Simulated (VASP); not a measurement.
VASP input:

**POSCAR**
```
Li2Se
1
    0.0000000000     2.9262530270     2.9262530270
    2.9262530270     0.0000000000     2.9262530270
    2.9262530270     2.9262530270     0.0000000000
Li Se
2 1
Direct
  0.2500000000   0.2500000000   0.2500000000
  0.7500000000   0.7500000000   0.7500000000
  0.0000000000   0.0000000000   0.0000000000
```

KPOINTS:
```
Regular mesh
0
G
9 9 9
```

**INCAR**
```
# general
SYSTEM  = Li2Se
PREC    = Accurate
ENCUT   = 520
LREAL   = .False.
LASPH   = .True.

# electronic loop
EDIFF   = 1E-7
NELM    = 100
ALGO    = Normal
LMAXMIX = 4

# smearing
ISMEAR  = -5

# ions
ISIF    = 2

# output
LWAVE   = .False.
LCHARG  = .True.
LORBIT  = 11
NEDOS   = 601
```

POTCAR, in this order: Li_sv Se (LDA.64 set). Program: vasp_std.

Problem. Translate this LDA calculation to Quantum ESPRESSO's pw.x.

Solution. One equivalent input (not run):
```
&CONTROL
  calculation = 'scf'
  pseudo_dir = './pseudo'
  outdir = './out'
  tprnfor = .true.
  tstress = .true.
/
&SYSTEM
  ibrav = 0
  nat = 3
  ntyp = 2
  ecutwfc = 86
  occupations = 'tetrahedra'
  input_dft = 'pz'
/
&ELECTRONS
  conv_thr = 7.3e-09
  electron_maxstep = 100
/
ATOMIC_SPECIES
  Li 6.940 Li.upf
  Se 78.971 Se.upf
CELL_PARAMETERS angstrom
     0.0000000    2.9262530    2.9262530
     2.9262530    0.0000000    2.9262530
     2.9262530    2.9262530    0.0000000
ATOMIC_POSITIONS crystal
  Li   0.2500000  0.2500000  0.2500000
  Li   0.7500000  0.7500000  0.7500000
  Se   0.0000000  0.0000000  0.0000000
K_POINTS automatic
  9 9 9 0 0 0
```
What does not carry over: the potentials are each code's own (VASP's PAW set, PseudoDojo norm-conserving files in pw.x), so ENCUT and ecutwfc are chosen apart and not converted; conv_thr bounds pw.x's estimated SCF error, while EDIFF bounds the energy change between steps.

The compound is Li2Se in the antifluorite structure. It was relaxed first, which changed the volume by -7 %.
